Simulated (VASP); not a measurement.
# Sc2InSb3 (Immm) in VASP: density of states with PBE

Aim: the density of states of Sc2InSb3 with PBE.

Everything below comes from runs of VASP 6.6.1. Logs are shortened: lines on timing, memory, paths and dates and some standing lists are left out, and cuts for length are marked.

## Step 1: The crystal as given

The structure is orthorhombic, space group Immm (No. 71). Conventional cell: a = 4.185 Å, b = 5.950 Å, c = 13.157 Å, α = 90.00°, β = 90.00°, γ = 90.00°. Sc (site symmetry mm2) has 6 Sb at 2.97 to 3.01 Å as nearest neighbours. In (site symmetry mmm) has 6 Sb at 2.98 to 3.12 Å as nearest neighbours. Sb (site symmetry mmm) is surrounded by 2 In at 2.98 Å and 4 Sc at 3.01 Å. Around Sb (site symmetry mm2) lie 4 Sc at 2.97 to 2.98 Å and 2 In at 3.12 Å.

The cell was built by a generator and needn't be a form met in nature.

## Step 2: Density of states, PBE

The input, POSCAR:

```
Sc2InSb3
1.0
   -2.0926000000      2.9750700000      6.5783300000
    2.0926000000     -2.9750700000      6.5783300000
    2.0926000000      2.9750700000     -6.5783300000
Sc In Sb
2 1 3
Direct
    0.6643880000      0.6643880000      0.0000000000
    0.3356120000      0.3356120000      0.0000000000
    0.0000000000      0.0000000000      0.0000000000
    0.5000000000      0.0000000000      0.5000000000
    0.8242800000      0.3242800000      0.5000000000
    0.1757200000      0.6757200000      0.5000000000
```

The input, INCAR.step1:

```
SYSTEM = Sc2InSb3
ALGO     = Normal         ! electronic algorithm
EDIFF    = 1E-7           ! SCF threshold, eV
ENCUT    = 520            ! plane-wave cutoff, eV
GGA      = PE             ! functional
ISIF     = 2              ! what is computed and relaxed
ISMEAR   = 0              ! smearing method
KPAR     = 8            
LASPH    = .True.         ! aspherical terms in the spheres
LCHARG   = .True.         ! write CHGCAR
LMAXMIX  = 4              ! l up to which the mixer works
LREAL    = .False.        ! projectors in reciprocal space
LWAVE    = .False.        ! write WAVECAR
NBANDS   = 34             ! bands
NELM     = 60             ! most SCF steps
PREC     = Accurate       ! precision mode
SIGMA    = 0.1            ! smearing width, eV
```

The input, KPOINTS.step1:

```
k-points
0
Gamma
  8 8 8
  0 0 0
```

The input, INCAR.step2:

```
SYSTEM = Sc2InSb3
ALGO     = Normal         ! electronic algorithm
EDIFF    = 1E-7           ! SCF threshold, eV
ENCUT    = 520            ! plane-wave cutoff, eV
GGA      = PE             ! functional
ICHARG   = 11             ! starting density
ISIF     = 2              ! what is computed and relaxed
ISMEAR   = -5             ! smearing method
KPAR     = 8            
LASPH    = .True.         ! aspherical terms in the spheres
LCHARG   = .False.        ! write CHGCAR
LMAXMIX  = 4              ! l up to which the mixer works
LORBIT   = 10             ! projections on sites
LREAL    = .False.        ! projectors in reciprocal space
LWAVE    = .False.        ! write WAVECAR
NBANDS   = 34             ! bands
NEDOS    = 2001           ! points of the DOS
NELM     = 60             ! most SCF steps
PREC     = Accurate       ! precision mode
SIGMA    = 0.1            ! smearing width, eV
```

The input, KPOINTS.step2:

```
k-points
0
Gamma
  12 12 12
  0 0 0
```

Potentials or basis: VASP PAW PBE potentials, release 64 (Sc_sv, In_d, Sb).

Command:

```bash
$ cat potpaw_PBE.64/Sc_sv/POTCAR potpaw_PBE.64/In_d/POTCAR potpaw_PBE.64/Sb/POTCAR > POTCAR
$ cp INCAR.step1 INCAR
$ cp KPOINTS.step1 KPOINTS
$ mpirun -np 8 vasp_std > vasp.out
$ cp INCAR.step2 INCAR
$ cp KPOINTS.step2 KPOINTS
$ mpirun -np 8 vasp_std > vasp.out
```

OUTCAR:

```text
SYSTEM = Sc2InSb3
   EDIFF = 1E-7
   ENCUT = 520
   GGA = PE
   ICHARG = 11
   ISIF = 2
   ISMEAR = -5
   LASPH = .True.
   LORBIT = 10
   LREAL = .False.
   NELM = 60
   PREC = Accurate

 ion  position               nearest neighbor table
   1  0.664  0.664  0.000-   5 2.97   5 2.97   6 2.98   6 2.98   4 3.01   4 3.01
   2  0.336  0.336  0.000-   6 2.97   6 2.97   5 2.98   5 2.98   4 3.01   4 3.01
   3  0.000  0.000  0.000-   4 2.98   4 2.98   6 3.12   5 3.12   5 3.12   6 3.12
   4  0.500  0.000  0.500-   3 2.98   3 2.98   1 3.01   1 3.01   2 3.01   2 3.01
   5  0.824  0.324  0.500-   1 2.97   1 2.97   2 2.98   2 2.98   3 3.12   3 3.12
   6  0.176  0.676  0.500-   2 2.97   2 2.97   1 2.98   1 2.98   3 3.12   3 3.12

  LATTYP: Found a body centered orthorhombic cell.
 ALAT       =     4.1852000000
 B/A-ratio  =     1.4217098347
 C/A-ratio  =     3.1436155978

  Lattice vectors:

 A1 = (  -2.0926000000,   2.9750700000,   6.5783300000)
 A2 = (   2.0926000000,  -2.9750700000,   6.5783300000)
 A3 = (   2.0926000000,   2.9750700000,  -6.5783300000)

Analysis of symmetry for initial positions (statically):
=====================================================================
 Subroutine PRICEL returns:
 Original cell was already a primitive cell.

 Routine SETGRP: Setting up the symmetry group for a
 body centered orthorhombic supercell.

 Subroutine GETGRP returns: Found  8 space group operations
 (whereof  8 operations were pure point group operations)
 out of a pool of  8 trial point group operations.

The static configuration has the point symmetry D_2h.

Analysis of symmetry for dynamics (positions and initial velocities):
=====================================================================
 Subroutine PRICEL returns:
 Original cell was already a primitive cell.

 Routine SETGRP: Setting up the symmetry group for a
 body centered orthorhombic supercell.

 Subroutine GETGRP returns: Found  8 space group operations
 (whereof  8 operations were pure point group operations)
 out of a pool of  8 trial point group operations.

The dynamic configuration has the point symmetry D_2h.

 Subroutine INISYM returns: Found  8 space group operations
 (whereof  8 operations are pure point group operations),
 and found     1 'primitive' translations

----------------------------------------------------------------------------------------

                                     Primitive cell

  volume of cell :     163.8170

  direct lattice vectors                    reciprocal lattice vectors
    -2.092600000  2.975070000  6.578330000     0.000000000  0.168063272  0.076007133
     2.092600000 -2.975070000  6.578330000     0.238937207  0.000000000  0.076007133
     2.092600000  2.975070000 -6.578330000     0.238937207  0.168063272  0.000000000

  length of vectors
     7.516943651  7.516943651  7.516943651     0.184451478  0.250735066  0.292123694

  position of ions in fractional coordinates (direct lattice)
     0.664388000  0.664388000  0.000000000
     0.335612000  0.335612000  0.000000000
     0.000000000  0.000000000  0.000000000
     0.500000000  0.000000000  0.500000000
     0.824280000  0.324280000  0.500000000
     0.175720000  0.675720000  0.500000000

  ion indices of the primitive-cell ions
   primitive index   ion index
                 1           1
                 2           2
                 3           3
                 4           4
                 5           5
                 6           6

----------------------------------------------------------------------------------------

 KPOINTS: k-points

Automatic generation of k-mesh.
 Grid dimensions read from file:
 generate k-points for:   12   12   12

 Generating k-lattice:

  Cartesian coordinates                     Fractional coordinates (reciprocal lattice)
     0.000000000  0.014005273  0.006333928     0.083333333  0.000000000  0.000000000
     0.019911434  0.000000000  0.006333928     0.000000000  0.083333333 -0.000000000
     0.019911434  0.014005273  0.000000000     0.000000000 -0.000000000  0.083333333

  Length of vectors
     0.015370957  0.020894589  0.024343641

  Shift w.r.t. Gamma in fractional coordinates (k-lattice)
     0.000000000  0.000000000  0.000000000

 TETIRR: Found   4343 inequivalent tetrahedra from    10368

 Subroutine IBZKPT returns following result:
 ===========================================

 Found    280 irreducible k-points:

 Following reciprocal coordinates:
            Coordinates               Weight
  0.000000  0.000000  0.000000      1.000000
  0.083333  0.000000 -0.000000      4.000000
  0.166667  0.000000 -0.000000      4.000000
  0.250000  0.000000  0.000000      4.000000
  0.333333  0.000000 -0.000000      4.000000
  0.416667  0.000000  0.000000      4.000000
[... 16 lines left out ...]
  0.250000  0.166667 -0.000000      8.000000
  0.333333  0.166667 -0.000000      8.000000
 [... further k-points ...]
   k-points           NKPTS =    280   k-points in BZ     NKDIM =    280   number of bands    NBANDS=     34
   number of dos      NEDOS =   2001   number of ions     NIONS =      6
   total plane-waves  NPLWV = 175616
   dimension x,y,z NGX =    56 NGY =   56 NGZ =   56
   dimension x,y,z NGXF=   112 NGYF=  112 NGZF=  112
   ions per type =               2   1   3
   NGX,Y,Z   is equivalent  to a cutoff of  12.39, 12.39, 12.39 a.u.
   NGXF,Y,Z  is equivalent  to a cutoff of  24.77, 24.77, 24.77 a.u.
 SYSTEM =  Sc2InSb3
   PREC   = accura    normal or accurate (medium, high low for compatibility)
   ISTART =      0    job   : 0-new  1-cont  2-samecut
   ICHARG =     11    charge: 1-file 2-atom 10-const
   ISPIN  =      1    spin polarized calculation?
   LNONCOLLINEAR =      F non collinear calculations
   LSORBIT =      F    spin-orbit coupling
   LASPH  =      T    aspherical Exc in radial PAW
   ENCUT  =  520.0 eV  38.22 Ry    6.18 a.u.  13.98 13.98 13.98*2*pi/ulx,y,z
   NELM   =     60;   NELMIN=  2; NELMDL=  0     # of ELM steps
   EDIFF  = 0.1E-06   stopping-criterion for ELM
   LREAL  =      F    real-space projection
   EDIFFG = 0.1E-05   stopping-criterion for IOM
   NSW    =      0    number of steps for IOM
   IBRION =     -1    ionic relax: 0-MD 1-quasi-New 2-CG
   NFREE  =      0    steps in history (QN), initial steepest desc. (CG)
   ISIF   =      2    stress and relaxation
   ISYM   =      2    0-nonsym 1-usesym 2-fastsym
   POTIM  = 0.5000    time-step for ionic-motion
   TEBEG  =    0.0;   TEEND  =   0.0 temperature during run
   PSTRESS=    0.0 pullay stress
   NELECT =      50.0000    total number of electrons
   NUPDOWN=      -1.0000    fix difference up-down
   EMIN   =  10.00;   EMAX   =-10.00  energy-range for DOS
   EFERMI =   0.00;   METHOD = LEGACY
   ISMEAR =    -5;   SIGMA  =   0.10  broadening in eV -4-tet -1-fermi 0-gaus
   EFERMI_NEDOS =   21; number of points for ismear=-14 and -15
   IALGO  =     38    algorithm
   IMIX   =      4    mixing-type and parameters
     AMIX     =   0.40;   BMIX     =  1.00
     AMIX_MAG =   1.60;   BMIX_MAG =  1.00
  volume/ion in A,a.u.               =      27.30       184.25
  Fermi-wavevector in a.u.,A,eV,Ry     =   1.102246  2.082943 16.530343  1.214946
  Thomas-Fermi vector in A             =   2.238686
   LORBIT       =     10    0 simple, 1 ext, 2 COOP (PROOUT), +10 PAW based schemes
   GGA     = PE    functional components
   LHFCALC =     F    Hartree Fock is set to
   AEXX    =    0.0000 exact exchange contribution
   IVDW    =     0    specifies the selected vdW correction
   LEPSILON=     F    determine dielectric tensor
   LRPA    =     F    only Hartree local field effects (RPA)
 non-spin polarized calculation
 Fermi weights with tetrahedron method with Bloechl corrections
  energy-cutoff  :      520.00
  volume of cell :      163.82
 maximum number of plane-waves:      4437

 number of electron      50.0000004 magnetization

 Free energy of the ion-electron system (eV)
  ---------------------------------------------------
  ext. energy  EPLUGINS =         0.00000000
  ---------------------------------------------------
  free energy    TOTEN  =       -30.47761462 eV

  energy without entropy =      -30.47761462  energy(sigma->0) =      -30.47761462

 E-fermi :   5.8487     XC(G=0):  -9.7726

 val. band max:        5.9005289923   @ k =   0.1667  -0.1667   0.0833
 cond. band min:       5.8369155903   @ k =   0.3333  -0.0833   0.0833
 fundamental gap:     -0.0636134020
 Fermi energy:         5.8486938497

 k-point     1 :       0.0000    0.0000    0.0000
  band No.  band energies     occupation
      1     -44.0527      2.00000
      2     -44.0514      2.00000
      3     -22.6864      2.00000
      4     -22.6790      2.00000
      5     -22.6754      2.00000
      6     -22.6667      2.00000
[... 26 lines left out ...]
     33       8.0820      0.00000
     34       8.1016      0.00000

 k-point     2 :       0.0833    0.0000   -0.0000
  band No.  band energies     occupation
      1     -44.0527      2.00000
      2     -44.0514      2.00000
      3     -22.6863      2.00000
      4     -22.6796      2.00000
      5     -22.6749      2.00000
      6     -22.6667      2.00000
[... 26 lines left out ...]
     33       8.1118      0.00000
     34       8.1809      0.00000

 k-point     3 :       0.1667    0.0000   -0.0000
  band No.  band energies     occupation
      1     -44.0527      2.00000
      2     -44.0515      2.00000
      3     -22.6861      2.00000
      4     -22.6807      2.00000
      5     -22.6737      2.00000
      6     -22.6666      2.00000
[... 26 lines left out ...]
     33       8.1782      0.00000
     34       8.4767      0.00000
[... 704 lines left out ...]
 k-point    23 :       0.2500    0.1667   -0.0000
  band No.  band energies     occupation
      1     -44.0523      2.00000
      2     -44.0515      2.00000
      3     -22.6851      2.00000
      4     -22.6808      2.00000
      5     -22.6729      2.00000
      6     -22.6707      2.00000
[... 26 lines left out ...]
     33       8.4128      0.00000
     34       9.1509      0.00000

 k-point    24 :       0.3333    0.1667   -0.0000
  band No.  band energies     occupation
      1     -44.0522      2.00000
      2     -44.0516      2.00000
      3     -22.6850      2.00000
      4     -22.6817      2.00000
      5     -22.6725      2.00000
      6     -22.6699      2.00000
[... 26 lines left out ...]
     33       8.5615      0.00000
     34       9.0576      0.00000

 [... further k-points ...]
[... 5 lines left out ...]
  --------------------------------------------------------------------------------------
  -------------------------------------------------------------------------------------
  Total       -0.2433573     -0.3656749     -0.2287355      0.0000000      0.0000000      0.0000000
  in kB       -2.3801038     -3.5764045     -2.2370984      0.0000000      0.0000000      0.0000000
  external PRESSURE =      -2.7312022 kB  Pullay stress =       0.0000000 kB

 VOLUME and BASIS-vectors are now :
 -----------------------------------------------------------------------------
  energy-cutoff  :      520.00
  volume of cell :      163.82
      direct lattice vectors                 reciprocal lattice vectors
    -2.092600000  2.975070000  6.578330000     0.000000000  0.168063272  0.076007133
     2.092600000 -2.975070000  6.578330000     0.238937207  0.000000000  0.076007133
     2.092600000  2.975070000 -6.578330000     0.238937207  0.168063272  0.000000000

 POSITION                                       TOTAL-FORCE (eV/Angst)
 -----------------------------------------------------------------------------------
      0.00000      0.00000      8.74113         0.000000     -0.000000      0.014470
      0.00000      0.00000      4.41553        -0.000000      0.000000     -0.014470
      0.00000      0.00000      0.00000        -0.000000      0.000000     -0.000000
      0.00000      2.97507      0.00000        -0.000000      0.000000     -0.000000
      0.00000      2.97507      4.26644        -0.000000     -0.000000     -0.010228
      2.09260     -0.00000      2.31189        -0.000000     -0.000000      0.010228
 -----------------------------------------------------------------------------------
    total drift:                                0.000000      0.000000     -0.000000

  FREE ENERGIE OF THE ION-ELECTRON SYSTEM (eV)
  ---------------------------------------------------
  free  energy   TOTEN  =       -30.4776146215 eV

  energy  without entropy=      -30.4776146215  energy(sigma->0) =      -30.47761462

 total charge

# of ion       s       p       d       tot
------------------------------------------
    1        2.182   6.106   1.008   9.296
    2        2.182   6.106   1.008   9.296
    3        0.935   0.495   9.875  11.305
    4        1.143   1.345   0.019   2.507
    5        1.139   1.355   0.017   2.511
    6        1.139   1.355   0.017   2.511
--------------------------------------------------
tot          8.721  16.762  11.944  37.427
```

Run time: 15 min. Hardware: 8 MPI ranks of Intel Xeon Platinum 8259CL at 2.50GHz (Skylake/Cascade Lake), shared host; peak memory 1.5 GiB.

Results:

| Property | Result |
| --- | --- |
| Valence electrons inside the program's atomic spheres | Sc 9.30; In 11.30; Sb 2.51 |

States per cell in windows of 0.5 eV (zero at the Fermi level; states under -8 eV left out):
```
from (eV)  total  Sc1_d  Sc2_d  Sb4_p  Sb5_p  Sb6_p  In3_s
     -8.0   0.00   0.00   0.00   0.00   0.00   0.00   0.00
     -7.5   0.00   0.00   0.00   0.00   0.00   0.00   0.00
     -7.0   0.00   0.00   0.00   0.00   0.00   0.00   0.00
     -6.5   0.00   0.00   0.00   0.00   0.00   0.00   0.00
     -6.0   0.21   0.00   0.00   0.01   0.01   0.01   0.07
     -5.5   0.87   0.01   0.01   0.04   0.03   0.03   0.26
     -5.0   0.50   0.00   0.00   0.02   0.02   0.02   0.14
     -4.5   0.40   0.00   0.00   0.01   0.02   0.02   0.12
     -4.0   0.74   0.01   0.01   0.06   0.05   0.05   0.01
     -3.5   2.14   0.04   0.04   0.17   0.14   0.14   0.02
     -3.0   1.42   0.04   0.04   0.11   0.10   0.10   0.02
     -2.5   1.94   0.08   0.08   0.15   0.14   0.14   0.03
     -2.0   2.49   0.16   0.16   0.24   0.18   0.18   0.03
     -1.5   3.03   0.27   0.27   0.29   0.24   0.24   0.02
     -1.0   2.43   0.20   0.20   0.13   0.26   0.26   0.03
     -0.5   1.82   0.17   0.17   0.10   0.17   0.17   0.08
      0.0   1.18   0.15   0.15   0.06   0.08   0.08   0.09
      0.5   1.06   0.21   0.21   0.05   0.02   0.02   0.07
      1.0   2.37   0.67   0.67   0.04   0.03   0.03   0.04
      1.5   5.11   1.77   1.77   0.05   0.04   0.04   0.01
      2.0   5.97   2.08   2.08   0.07   0.06   0.06   0.01
      2.5   1.95   0.50   0.50   0.04   0.04   0.04   0.01
      3.0   0.48   0.09   0.09   0.01   0.01   0.01   0.00
      3.5   0.00   0.00   0.00   0.00   0.00   0.00   0.00
      4.0   0.00   0.00   0.00   0.00   0.00   0.00   0.00
      4.5   0.00   0.00   0.00   0.00   0.00   0.00   0.00
      5.0   0.00   0.00   0.00   0.00   0.00   0.00   0.00
      5.5   0.00   0.00   0.00   0.00   0.00   0.00   0.00
```

Caveat: tetrahedron occupations give inexact forces and stress in metals. The run has no spin-orbit coupling, so splittings on Sb are missing.
